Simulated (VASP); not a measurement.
Wanted: the native input for a VASP 6.6.1 run.

```yaml
Task: Born charges and dielectric tensor
Functional: PBE
Potentials_or_basis: VASP PAW PBE potentials, release 64 (Si, O)
Cutoff: 600 eV
k_mesh: 6 × 6 × 8
Occupations: gaussian, width 0.02 eV
Spin: no spin polarisation
Further_INCAR_settings: ALGO = Fast; EDIFF = 1e-08; IBRION = 8; NSW = 1
```

The structure of SiO2 lies in POSCAR:

```
SiO2
1.0
    4.2313200000      0.0000000000      0.0000000000
    0.0000000000      4.2313200000      0.0000000000
    0.0000000000      0.0000000000      2.6927400000
Si O
2 4
Direct
    0.0000000000      0.0000000000      0.0000000000
    0.5000000000      0.5000000000      0.5000000000
    0.3067600000      0.3067600000      0.0000000000
    0.1932400000      0.8067600000      0.5000000000
    0.6932400000      0.6932400000      0.0000000000
    0.8067600000      0.1932400000      0.5000000000
```

The input as run:

INCAR

```
  ALGO = Fast
  EDIFF = 1E-8
  ENCUT = 600
  GGA = PE
  IBRION = 8
  ISIF = 2
  ISMEAR = 0
  LASPH = True
  LCHARG = False
  LEPSILON = True
  LREAL = False
  LWAVE = False
  NELM = 60
  NSW = 1
  PREC = Accurate
  SIGMA = 0.02
```

KPOINTS

```
k-points
0
Gamma
  6 6 8
```

Potentials or basis: VASP PAW PBE potentials, release 64 (Si, O).

Launch:

```sh
$ cat potpaw_PBE.64/Si/POTCAR potpaw_PBE.64/O/POTCAR > POTCAR
$ mpirun -np 1 vasp_std > vasp.out
```

It gave:

| Property | Result |
| --- | --- |
| Band gap on the k mesh | 5.03 eV, direct |
| Electronic dielectric tensor (diagonal) | 3.41, 3.41, 3.58 |
| Born charges (mean of the diagonal) | Si +3.90; O -1.95 e |
| Highest phonon frequency at Γ, LO-TO splitting left out | 908 cm⁻¹ |

Run time: 9.6 min on 1 thread of Intel(R) Xeon(R) 6975P-C (Granite Rapids), on a shared host, peak memory 0.56 GiB.
